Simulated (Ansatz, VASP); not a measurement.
# BiC (zigzag Bi-C chain) in two plane-wave programs, part 2 of 2

Aim: how closely do two programs agree when they are given the same cell, functional and k mesh? Of the first pair: The structure shown is the start of the Ansatz relaxation below; VASP solves that cell, so the two are compared at the walk's first step.

VASP 6.6.1 and Ansatz 0.2.0.

So far: Set-up; Ansatz: relaxation, PBE; VASP: single point, PBE, start cell, pair 1.

In doubt: warnings of the run leave room for a lower electronic state (steps 2, 5), so energies may not be the lowest and differences between runs may mislead.

## Step 4: Side by side

Known differences besides the potentials themselves: the cutoff is 420 eV in Ansatz and 520 eV in VASP. Total energies have different zeros and are not compared.

Forces (eV/Å; atoms numbered as in POSCAR):

| atom | Ansatz x, y, z | VASP x, y, z |
| --- | --- | --- |
| Bi1 | -0.568, 0.000, 0.000 | -0.579, 0.000, 0.000 |
| C2 | 0.568, 0.000, 0.000 | 0.579, 0.000, 0.000 |

The forces differ by 6.6 meV/Å r.m.s., which is 2.0 % of the r.m.s. force of 0.334 eV/Å (both taken over all components). Moments aren't recorded for both runs of this pair, so they may hold unlike magnetic states.

## Step 5: Ansatz: relaxation, PBE

This run makes the geometry at which the two programs are then compared. The cell compared in this pair holds 243.98 Å³, against 258.99 Å³ for the pair before.

The structure compared here is the end of the Ansatz relaxation.

The input, input.yaml:

```yaml
crystal:
  lattice:
    - [9.0, 0.0, 0.0]
    - [0.0, 7.5, 0.0]
    - [0.0, 0.0, 3.8369370595]
  atoms:
    - { symbol: Bi, position: [0.443329566, 0.5, 0.0], spin: 0.5 }
    - { symbol: C, position: [0.556670434, 0.5, 0.5] }
magnetization:
  spin_polarized: true
kpoints:
  mp_grid: { grid: [1, 1, 21] }
scf:
  occupations: { method: fermi_dirac, width: 0.05 }
hamiltonian:
  xc: pbe
relax:
  cell: { fix: [a, b, alpha, beta, gamma] }
  max_steps: 60
```

The run is started by

```bash
$ ansatz run input.yaml --threads 4 --pin off --max-ram 8192MiB --backend cpu --events-out ev --progress --plain --runs-dir out
```

Numbers of over 12 decimals in the logs are rounded to 6 here.

Output:

```text
[...]
Crystal: 2 atoms, lattice volume = 258.993 Å³
Basis set: ecut = 420 eV, 5087 PW (Γ), exchange–correlation on 128×108×54 points (8 copies of the dense FFT grid, shifted against one another)
Bands: 14, of which v1, the nominal top of the filled ones, is band 10 counted from 1 (9 counted from 0)
Symmetry: 4 space group operations
[...]
0.000000       0.155151       0.000000
        0.000000       0.000000      -0.014187
  P = ⅓ Tr σ = 0.0377 GPa (0.377 kbar)
--- Relaxed structure (5 steps of the walk, 5 accepted, 1 SCFs on fresh bases) ---
[...]
cell:  # Å, volume = 243.9777 Å³
    - [9.0, 0.0, 0.0]
    - [0.0, 7.5, 0.0]
    - [0.0, 0.0, 3.614485]
  atoms:
    - { symbol: Bi, position: [0.435856, 0.5, 0.0] }
    - { symbol: C, position: [0.564144, 0.5, 0.5] }
[key lines of the parts left out:]
SCF converged after 6 iterations
Magnetization: -0.0000 μB (9.5000 up, 9.5000 down)
Free energy (F): -12642.539266 eV
Fermi energy:    -2.028504 eV
```

## Step 6: VASP: single point, PBE, relaxed cell, pair 2

The same cell, functional, mesh and smearing now go to VASP, with its own data sets.

The input, INCAR:

```
SYSTEM = BiC
PREC = Accurate
ENCUT = 600
EDIFF = 1E-06
NELM = 200
ISMEAR = -1
SIGMA = 0.05
LREAL = .FALSE.
ALGO = Normal
GGA = PE
NBANDS = 16
ISPIN = 2
MAGMOM = 0 -0
LORBIT = 11
LWAVE = .FALSE.
LCHARG = .FALSE.
ISIF = 2
LASPH = .TRUE.
GGA_COMPAT = .FALSE.
```

The input, POSCAR:

```
BiC
1.0
    9.0000000000      0.0000000000      0.0000000000
    0.0000000000      7.5000000000      0.0000000000
    0.0000000000      0.0000000000      3.6144848674
Bi C
1 1
Direct
    0.4358562754      0.5000000000      0.0000000000
    0.5641437246      0.5000000000      0.5000000000
```

The input, KPOINTS:

```
Automatic mesh
0
Gamma
1 1 21
0 0 0
```

PAW data sets: Bi_d and C (PBE family, release 64).

The run is started by

```bash
$ mpirun -np 1 vasp_std
```

Output:

```text
[... set-up lines as in an earlier step ...]
 entering main loop
       N       E                     dE             d eps       ncg     rms          rms(c)
DAV:   1     0.127094473986E+03    0.12709E+03   -0.86404E+03   808   0.959E+02
DAV:   2     0.502298805325E+01   -0.12207E+03   -0.11937E+03   864   0.224E+02
DAV:   3    -0.964602941456E+01   -0.14669E+02   -0.14397E+02   992   0.853E+01
DAV:   4    -0.100222489810E+02   -0.37622E+00   -0.37543E+00   848   0.156E+01
[...]
DAV:  17    -0.816219460666E+01   -0.46994E-04   -0.63260E-06   824   0.934E-03    0.162E-03
DAV:  18    -0.816221432127E+01   -0.19715E-04   -0.33263E-06   848   0.652E-03    0.116E-03
DAV:  19    -0.816221524276E+01   -0.92149E-06   -0.15526E-07   736   0.208E-03
   1 F= -.81622152E+01 E0= -.81580600E+01  d E =-.831055E-02  mag=     0.0000
```

Parts of OUTCAR (step 6):

```text
  Total       -0.0487800      0.2163149     -0.0491714      0.0000000      0.0000000      0.0000000
  in kB       -0.3203333      1.4205186     -0.3229037      0.0000000      0.0000000      0.0000000
  external PRESSURE =       0.2590939 kB  Pullay stress =       0.0000000 kB

 POSITION                                       TOTAL-FORCE (eV/Angst)
 -----------------------------------------------------------------------------------
      3.92271      3.75000      0.00000        -0.008207      0.000000      0.000000
      5.07729      3.75000      1.80724         0.008207      0.000000      0.000000
 -----------------------------------------------------------------------------------
    total drift:                                0.000596     -0.000000     -0.000001

  FREE ENERGIE OF THE ION-ELECTRON SYSTEM (eV)
  ---------------------------------------------------
  free  energy   TOTEN  =        -8.1622152428 eV

  energy  without entropy=       -8.1539046908  energy(sigma->0) =       -8.15805997

 magnetization (x)
# of ion       s       p       d       tot
------------------------------------------
    1       -0.000  -0.000   0.000  -0.000
    2        0.000   0.000   0.000   0.000
--------------------------------------------------
tot         -0.000   0.000   0.000   0.000

[... 1 part as in an earlier step ...]

[... 2 further parts left out ...]
[key lines of the parts left out:]
E-fermi :  -2.5966
```

## Step 7: Differences

What differs besides the data sets and the points named for the pairs above, as far as they apply: the cutoff is 420 eV in Ansatz and 600 eV in VASP; Ansatz's pressure holds a Pulay correction, VASP's none. Total energies have different zeros and are not compared.

Both answers:

| quantity | Ansatz | VASP | difference |
| --- | --- | --- | --- |
| pressure (GPa) | 0.04 | 0.03 | +0.01 |

At this near-relaxed geometry the largest component of a force difference is 11 meV/Å.

## Step 8: Results

```
r.m.s. force difference (single point, PBE, start cell, pair 1)   : 2.0 % of the r.m.s. force
difference in pressure (single point, PBE, relaxed cell, pair 2)  : 0.012 GPa
r.m.s. force difference (single point, PBE, relaxed cell, pair 2) : 6.1 meV/Å
```

**Reading.** The r.m.s. force difference is 2.0 % of the r.m.s. force (single point, PBE, start cell, pair 1), within the 3 % picked in this series as the mark of a large difference. Such differences can come from data sets, numerical settings and the points named under the comparisons, not from the functional's error against experiment.

[Lines on the potential files, build, host, timing and source positions are cut from VASP's logs without a mark.]

[Logs are printed without paths, hosts, clocks, repeated set-up lines and the standing remarks that a program may print on its own settings, such as how far it seeks lower states.]

[Hosts, paths, dates, database ids (printed as entryN), source tags and the programs' standing remarks are cut or masked in the printed files.]
